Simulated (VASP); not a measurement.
Output of a VASP run:

File OUTCAR:
```
 ion  position               nearest neighbor table
   1  0.000  0.000  0.000-   2 2.42   3 2.42   2 2.42   3 2.42   3 2.42   3 2.42   2 2.42   2 2.42
                             3 2.42   3 2.42   2 2.42   2 2.42
   2  0.333  0.667  0.500-   3 1.78   3 1.78   3 1.78   1 2.42   1 2.42   1 2.42   1 2.42   1 2.42
                             1 2.42
   3  0.667  0.333  0.500-   2 1.78   2 1.78   2 1.78   1 2.42   1 2.42   1 2.42   1 2.42   1 2.42
                             1 2.42
  LATTYP: Found a hexagonal cell.
 ALAT       =     3.0840371996
 C/A-ratio  =     1.0630893521
 Subroutine PRICEL returns:
 Original cell was already a primitive cell.
 Subroutine GETGRP returns: Found 24 space group operations
The static configuration has the point symmetry D_6h.
The dynamic configuration has the point symmetry D_6h.
 Subroutine INISYM returns: Found 24 space group operations
 Subroutine IBZKPT returns following result:
 Found    114 irreducible k-points:

 Following reciprocal coordinates:
            Coordinates               Weight
  0.000000  0.000000  0.000000      1.000000
  0.083333 -0.000000  0.000000      6.000000
  0.166667  0.000000  0.000000      6.000000
  0.250000  0.000000  0.000000      6.000000
  0.333333 -0.000000  0.000000      6.000000
  0.416667 -0.000000  0.000000      6.000000
  0.500000  0.000000  0.000000      3.000000
  0.083333  0.083333  0.000000      6.000000
  0.166667  0.083333  0.000000     12.000000
  0.250000  0.083333  0.000000     12.000000
  0.333333  0.083333  0.000000     12.000000
  0.416667  0.083333  0.000000     12.000000
  0.166667  0.166667  0.000000      6.000000
  0.250000  0.166667  0.000000     12.000000
  0.333333  0.166667  0.000000     12.000000
  0.416667  0.166667  0.000000      6.000000
  0.250000  0.250000  0.000000      6.000000
  0.333333  0.250000  0.000000     12.000000
  0.333333  0.333333  0.000000      2.000000
  0.000000  0.000000  0.100000      2.000000
  0.083333 -0.000000  0.100000     12.000000
  0.166667  0.000000  0.100000     12.000000
  0.250000  0.000000  0.100000     12.000000
  0.333333 -0.000000  0.100000     12.000000
  0.416667 -0.000000  0.100000     12.000000
  0.500000  0.000000  0.100000      6.000000
  0.083333  0.083333  0.100000     12.000000
  0.166667  0.083333  0.100000     24.000000
  0.250000  0.083333  0.100000     24.000000
  0.333333  0.083333  0.100000     24.000000
  0.416667  0.083333  0.100000     24.000000
  0.166667  0.166667  0.100000     12.000000
  0.250000  0.166667  0.100000     24.000000
  0.333333  0.166667  0.100000     24.000000
  0.416667  0.166667  0.100000     12.000000
  0.250000  0.250000  0.100000     12.000000
  0.333333  0.250000  0.100000     24.000000
  0.333333  0.333333  0.100000      4.000000
  0.000000  0.000000  0.200000      2.000000
  0.083333 -0.000000  0.200000     12.000000
   k-points           NKPTS =    114   k-points in BZ     NKDIM =    114   number of bands    NBANDS=     13
   number of dos      NEDOS =    301   number of ions     NIONS =      3
   total plane-waves  NPLWV =  13824
   dimension x,y,z NGX =    24 NGY =   24 NGZ =   24
   dimension x,y,z NGXF=    48 NGYF=   48 NGZF=   48
   ions per type =               1   2
   PREC   = accura    normal or accurate (medium, high low for compatibility)
   ISTART =      0    job   : 0-new  1-cont  2-samecut
   ICHARG =      2    charge: 1-file 2-atom 10-const
   ISPIN  =      1    spin polarized calculation?
   LNONCOLLINEAR =      F non collinear calculations
   LSORBIT =      F    spin-orbit coupling
   INIWAV =      1    electr: 0-lowe 1-rand  2-diag
   ENCUT  =  520.0 eV  38.22 Ry    6.18 a.u.   5.73  5.73  6.10*2*pi/ulx,y,z
   NELM   =    100;   NELMIN=  2; NELMDL= -5     # of ELM steps
   EDIFF  = 0.1E-06   stopping-criterion for ELM
   LREAL  =      F    real-space projection
   NLSPLINE    = F    spline interpolate recip. space projectors
   LMAXMIX     =    4 max onsite mixed and CHGCAR
...
```

File OSZICAR:
```
       N       E                     dE             d eps       ncg     rms          rms(c)
DAV:   1     0.129781619826E+03    0.12978E+03   -0.93487E+03  2969   0.156E+03
DAV:   2    -0.155787005255E+02   -0.14536E+03   -0.14115E+03  3019   0.389E+02
DAV:   3    -0.255357298835E+02   -0.99570E+01   -0.96864E+01  4425   0.941E+01
DAV:   4    -0.258414813284E+02   -0.30575E+00   -0.30541E+00  3840   0.154E+01
DAV:   5    -0.258520818039E+02   -0.10600E-01   -0.10600E-01  4399   0.249E+00    0.157E+01
DAV:   6    -0.208285060861E+02    0.50236E+01   -0.27953E+01  3966   0.582E+01    0.374E+00
DAV:   7    -0.208334472851E+02   -0.49412E-02   -0.20998E+00  3490   0.173E+01    0.308E+00
DAV:   8    -0.208408719739E+02   -0.74247E-02   -0.22015E-01  4244   0.443E+00    0.871E-01
DAV:   9    -0.208306268452E+02    0.10245E-01   -0.10253E-01  3978   0.422E+00    0.335E-01
DAV:  10    -0.208294385475E+02    0.11883E-02   -0.64885E-03  3684   0.106E+00    0.565E-02
DAV:  11    -0.208294672628E+02   -0.28715E-04   -0.64963E-04  4331   0.310E-01    0.488E-02
DAV:  12    -0.208294474777E+02    0.19785E-04   -0.14684E-04  3972   0.163E-01    0.991E-03
DAV:  13    -0.208294471348E+02    0.34292E-06   -0.10144E-05  3868   0.408E-02    0.253E-03
DAV:  14    -0.208294469705E+02    0.16433E-06   -0.33446E-07  3321   0.663E-03    0.699E-04
DAV:  15    -0.208294470346E+02   -0.64154E-07   -0.57126E-08  1687   0.269E-03
   1 F= -.20829447E+02 E0= -.20829209E+02  d E =-.208294E+02
       N       E                     dE             d eps       ncg     rms          rms(c)
DAV:   1    -0.208334207040E+02   -0.39737E-02   -0.15277E-01  3194   0.630E+00    0.399E-01
DAV:   2    -0.208316268704E+02    0.17938E-02   -0.86280E-03  3057   0.961E-01    0.224E-01
DAV:   3    -0.208308183189E+02    0.80855E-03   -0.10727E-03  3508   0.435E-01    0.672E-02
DAV:   4    -0.208307338847E+02    0.84434E-04   -0.19649E-04  3603   0.175E-01    0.101E-02
DAV:   5    -0.208307289180E+02    0.49667E-05   -0.14979E-05  3193   0.475E-02    0.456E-03
DAV:   6    -0.208307285282E+02    0.38982E-06   -0.56656E-07  3264   0.894E-03    0.168E-03
DAV:   7    -0.208307285223E+02    0.58785E-08   -0.30392E-08  1952   0.228E-03
   2 F= -.20830729E+02 E0= -.20830515E+02  d E =-.128149E-02
```

File OUTCAR:
```
------------------------ aborting loop because EDIFF is reached ----------------------------------------
  FORCE on cell =-STRESS in cart. coord.  units (eV):
  Direction    XX          YY          ZZ          XY          YZ          ZX
  --------------------------------------------------------------------------------------
  Total       -2.2259425     -2.2259426     -2.2082217      0.0000000      0.0000000     -0.0000000
  in kB     -132.0581798   -132.0581823   -131.0068581      0.0000000      0.0000000     -0.0000000
  external PRESSURE =    -131.7077401 kB  Pullay stress =       0.0000000 kB
  volume of cell :       27.01
      direct lattice vectors                 reciprocal lattice vectors
     1.538071911 -2.664018721  0.000000000     0.325082330 -0.187686369  0.000000000
     1.538071911  2.664018721 -0.000000000     0.325082330  0.187686369  0.000000000
    -0.000000000  0.000000000  3.295454443     0.000000000  0.000000000  0.303448285
 POSITION                                       TOTAL-FORCE (eV/Angst)
 -----------------------------------------------------------------------------------
      0.00000     -0.00000      0.00000         0.000000      0.000000      0.000000
      1.53807      0.88801      1.64773         0.000000     -0.000000      0.000000
      1.53807     -0.88801      1.64773        -0.000000      0.000000     -0.000000
 -----------------------------------------------------------------------------------
    total drift:                               -0.000000      0.000000      0.000000
  FREE ENERGIE OF THE ION-ELECTRON SYSTEM (eV)
  ---------------------------------------------------
  free  energy   TOTEN  =       -20.8307285223 eV

  energy  without entropy=      -20.8300869062  energy(sigma->0) =      -20.83051465

 reached required accuracy - stopping structural energy minimisation
```
(Selected blocks of OUTCAR.)

File POSCAR:
```
TiB2
1
    1.5420185881    -2.6708545678     0.0000000000
    1.5420185881     2.6708545678     0.0000000000
    0.0000000000     0.0000000000     3.2786071084
Ti B
1 2
Direct
  0.0000000000   1.0000000000   0.0000000000
  0.3333330000   0.6666670000   0.5000000000
  0.6666670000   0.3333330000   0.5000000000
```

Q: Reconstruct the remaining input files.

A: One answer among several that fit: the input of the run itself, rev-vdW-DF2, plane waves, VASP's PBE PAW potentials (set 64).

### KPOINTS
```
Automatic
0
Gamma
 12 12 10
0 0 0
```

**INCAR**
```
# general
SYSTEM    =  TiB2
PREC      =  Accurate
ENCUT     =  520
LREAL     =  .False.   # projection in real space or not
LASPH     =  .True.   # aspherical one-centre terms

# electronic loop
EDIFF     =  1E-7   # SCF stop (eV)
NELM      =  100   # most electronic steps
ALGO      =  Normal   # blocked Davidson
LMAXMIX   =  4   # l cut-off of mixed one-centre charges

# smearing
ISMEAR    =  1   # Methfessel-Paxton
SIGMA     =  0.1   # width (eV)

# functional
GGA       =  MK
LUSE_VDW  =  .True.
AGGAC     =  0.0
PARAM1    =  0.1234568
PARAM2    =  0.7114
ZAB_VDW   =  -1.8867

# ions
IBRION    =  2
NSW       =  30   # most ionic steps
ISIF      =  4
EDIFFG    =  -0.01

# output
LWAVE     =  .False.
LCHARG    =  .False.
```

POTCAR, in this order: Ti_sv B (PBE.64 set). Program: vasp_std.

The compound is TiB2 in the AlB2 type structure. This cell is one point of a volume scan, at 1.06 of the reference volume. Symmetry was kept, so distortions that lower it aren't found.
